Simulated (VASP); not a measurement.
Ta (bcc): the lattice constant a from VASP (plane waves, PAW) at several levels of theory. Static lattice.

```tsv
level	lattice constant a (Å)	error against measurement
LDA	3.256	-1.3 %
PBE	3.318	+0.6 %
PBEsol	3.284	-0.5 %
SCAN	3.275	-0.7 %
r2SCAN	3.308	+0.3 %
```

Measured: 3.299 Å at 0 K (as given by Daniel Mejia-Rodriguez et al., Physical Review B (2018), arXiv:1807.09216; static lattice: zero-point anharmonic expansion removed).

The cell of the LDA run:

```
CELL_PARAMETERS angstrom
     -1.62818     1.62818     1.62818
      1.62818    -1.62818     1.62818
      1.62818     1.62818    -1.62818
ATOMIC_POSITIONS crystal
  Ta 0.00000 0.00000 0.00000
```

Only levels that ran to the end are used. Left out are those held back, those with too coarse a band path, GW runs whose mesh misses a band edge, hybrids' fits of cells that aren't cubic and levels without matching references; a question may draw on a part of the rest.

The compound is Ta in the bcc structure.
